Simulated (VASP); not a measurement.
Given:

```xyz
5
Lattice="4.1710 0.0000 0.0000 0.0000 4.1710 0.0000 0.0000 0.0000 4.1710" Properties=species:S:1:pos:R:3 pbc="T T T"
Ba     0.0000     0.0000     0.0000
Hf     2.0855     2.0855     2.0855
O      2.0855     0.0000     2.0855
O      0.0000     2.0855     2.0855
O      2.0855     2.0855     0.0000
```

Calculation: r2SCAN meta-GGA, VASP's PBE PAW potentials (set 64) (plane waves; VASP). Numerical set-up: 520 eV cut-off, 6×6×6 Γ-centred mesh, tetrahedra with Blöchl corrections, potentials Ba_sv Hf_pv O.

Unless said otherwise, spin-orbit coupling is left out, though it shifts the bands of the heavy elements here.

Problem. Estimate the energy per atom (σ→0), band gap (over mesh and band path) with the smallest direct gap where there is one.

Solution. 
The band gap (over mesh and band path) comes out as 4.12 eV and the smallest direct gap (over mesh and band path) is 4.36 eV. The energy per atom (σ→0) is -21.602 eV/atom.

The compound is BaHfO3 in the cubic perovskite structure. It was relaxed first.
